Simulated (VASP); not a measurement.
Shape and ions are relaxed at each volume.

Energy against volume of TiO2 (rutile). All values below come from optB88-vdW, VASP's PBE PAW potentials (set 64) (plane waves; VASP).

```csv
V (Å³/atom),E (eV/atom)
9.937,-6.97777
10.254,-7.00083
10.572,-7.00848
10.889,-7.00325
11.206,-6.98738
```

Question: Fit a third-order Birch-Murnaghan equation of state.

Answer: 
| Property | Value |
|---|---|
| volume per atom | 10.59 Å³/atom |
| bulk modulus | 214 GPa |
| pressure derivative of the bulk modulus | 5.16 |

The compound is TiO2 in the rutile structure. It was relaxed first.
